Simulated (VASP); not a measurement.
Input:

```
VSe
1.0
    3.87388     0.00000     0.00000
   -1.93694     3.35488     0.00000
    0.00000     0.00000     6.99560
V Se
2 2
Direct
  0.33333   0.66667   0.00958
  0.66667   0.33333   0.50958
  0.33333   0.66667   0.36542
  0.66667   0.33333   0.86542
```
Starting moments (μB, in the order of the record's atoms V V Se Se): 2.6 2.6 -0.1 -0.1.

Method: PBEsol GGA, VASP's PBE PAW potentials (set 64) (plane waves; VASP). Numerical set-up: 400 eV cut-off, 10×10×5 Γ-centred mesh, tetrahedra with Blöchl corrections, potentials V_sv Se.

Problem. Estimate the cell moment, energy per atom (σ→0), band gap (on the k-mesh) with the smallest direct gap where there is one.

Solution. 
- band gap (on the k-mesh) = none (metal, semimetal or under 0.01 eV)
- cell moment = 6.00 μB
- energy per atom (σ→0) = -6.913 eV/atom

Problem. Give the moment on each site (PAW-sphere projection).

Solution. 
| site | moment (μB) |
|---|---|
| V1 | 2.57 |
| V2 | 2.57 |
| Se3 | -0.09 |
| Se4 | -0.09 |

The absolute energy has meaning only against runs of the same code, potentials and settings.

The structure was generated: VSe was put into the wurtzite type (P6_3mc), which need not be its known phase. It was relaxed first, which changed the volume by -27 %.
